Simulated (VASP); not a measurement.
All values below come from PBE GGA, VASP's PBE PAW potentials (set 64) (plane waves; VASP).

Input for VASP

File POSCAR:
```
CuZn
1
    2.9242930000     0.0000000000     0.0000000000
    0.0000000000     2.9565710000     0.0000000000
    0.0000000000     0.0000000000     2.9631800000
Zn Cu
1 1
Direct
  0.5000000000   0.5000000000   0.5000000000
  0.0231320000   0.0000000000   0.0000000000
```

**INCAR**
```
ALGO=Normal
EDIFF=1E-6
ENCUT=520
GGA=PE
ISIF=2
ISMEAR=1
LASPH=.True.
LCHARG=.False.
LMAXMIX=4
LREAL=.False.
LWAVE=.False.
NELM=100
PREC=Accurate
SIGMA=0.1
SYSTEM=CuZn
```

### KPOINTS
```
Automatic mesh
0
Gamma
 11 11 11
0 0 0
```

POTCAR, in this order: Zn_GW Cu (PBE.64 set). Program: vasp_std.

Task: What will the output report for the number of irreducible k-points (NKPTS), number of bands (NBANDS), largest plane-wave count, number of space-group operations, FFT grid (NGX, NGY, NGZ)?

Result: 
```json
{
 "number of irreducible k-points (NKPTS)": "216",
 "number of bands (NBANDS)": "15",
 "largest_plane_wave_count": "723",
 "number_of_space_group_operations": "4",
 "FFT grid (NGX, NGY, NGZ)": "24 × 24 × 24"
}
```

The compound is CuZn in the CsCl type structure. The cell was not relaxed at this level, atoms are displaced from their ideal sites. The run is one of a series of settings (ENCUT = 520, POTCAR Zn_GW Cu (PBE.64 set) against the base run), some of them coarse on purpose. The electron count is odd and the run is not spin-polarised, which forces a metal.
